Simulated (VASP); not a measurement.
```xyz
2
Lattice="0.0000 2.2559 2.2559 2.2559 0.0000 2.2559 2.2559 2.2559 0.0000" Properties=species:S:1:pos:R:3 pbc="T T T"
Hf     0.0000     0.0000     0.0000
N      2.2559     2.2559     2.2559
```

All values below come from r2SCAN meta-GGA, VASP's PBE PAW potentials (set 64) (plane waves; VASP 6.6.1). Settings: PREC = Normal, EDIFF = 1E-5, 450 eV cut-off, 16×16×16 Γ-centred mesh, first-order Methfessel-Paxton smearing of 0.10 eV, potentials Hf_pv N.

At this cut-off the stress carries a Pulay error, which pulls relaxed volumes low.

### Question
Give the stress tensor in GPa (positive for a compressed cell).

### Answer

```
-1.21   0.00   0.00
 0.00  -1.21   0.00
 0.00   0.00  -1.21
```
The pressure is its mean diagonal, -1.21 GPa.

The compound is HfN in the rock salt structure. It was relaxed first. The electron count is odd and the run is not spin-polarised, which forces a metal.
